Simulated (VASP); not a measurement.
A convergence study with VASP on BN (zinc blende): one setting is varied, all else stays as given below, so the limit is that of these other settings. Each run relaxes cell and ions from the cell shown.

```xyz
2
Lattice="0.0000 1.8075 1.8075 1.8075 0.0000 1.8075 1.8075 1.8075 0.0000" Properties=species:S:1:pos:R:3 pbc="T T T"
B      0.0000     0.0000     0.0000
N      0.9038     0.9038     0.9038
```

Level of theory: PBE GGA, VASP's PBE PAW potentials (set 64) (plane waves; VASP). The tightest run used: 700 eV cut-off, 17×17×17 Γ-centred mesh, Gaussian smearing of 0.050 eV, potentials B N.

Gaps are read on the run's mesh, which can miss a band edge.

Problem. The settings run are 2×2×2 mesh; 3×3×3 mesh; 4×4×4 mesh; 5×5×5 mesh; 6×6×6 mesh; 7×7×7 mesh; 8×8×8 mesh; 9×9×9 mesh; 11×11×11 mesh; 12×12×12 mesh; 13×13×13 mesh; 14×14×14 mesh; 15×15×15 mesh; 16×16×16 mesh; 17×17×17 mesh. From which on does the relaxed volume stay within 0.02 Å³/atom of the tightest run?

Solution. From 4×4×4 mesh on: it is off by 0.011 there and by no more than 0.02 in any finer run, while 3×3×3 mesh is off by 0.053.
| setting | relaxed volume (Å³/atom) | E (eV/atom) | gap on the mesh (eV) | irreducible k-points | difference judged (Å³/atom) |
|---|---|---|---|---|---|
| 2×2×2 mesh | 6.315 | -7.5611 | 4.025 | 3 | 0.363 |
| 3×3×3 mesh | 6.006 | -8.5439 | 5.563 | 4 | 0.053 |
| 4×4×4 mesh | 5.963 | -8.6921 | 4.424 | 8 | 0.011 |
| 5×5×5 mesh | 5.955 | -8.7208 | 4.924 | 10 | 0.002 |
| 6×6×6 mesh | 5.953 | -8.7271 | 4.448 | 16 | 0.001 |
| 7×7×7 mesh | 5.953 | -8.7286 | 4.701 | 20 | 0.000 |
| 8×8×8 mesh | 5.952 | -8.7289 | 4.450 | 29 | 0.000 |
| 9×9×9 mesh | 5.952 | -8.7290 | 4.603 | 35 | 0.000 |
| 11×11×11 mesh | 5.952 | -8.7291 | 4.553 | 56 | 0.000 |
| 12×12×12 mesh | 5.952 | -8.7291 | 4.450 | 72 | 0.000 |
| 13×13×13 mesh | 5.952 | -8.7291 | 4.524 | 84 | 0.000 |
| 14×14×14 mesh | 5.952 | -8.7291 | 4.450 | 104 | 0.000 |
| 15×15×15 mesh | 5.952 | -8.7291 | 4.506 | 120 | 0.000 |
| 16×16×16 mesh | 5.952 | -8.7291 | 4.450 | 145 | 0.000 |
| 17×17×17 mesh | 5.952 | -8.7291 | 4.494 | 165 | 0.000 |

Left out are rungs that failed or repeat a setting and relaxations that didn't move; long series are thinned to 24 rows.

The compound is BN in the zinc blende structure.
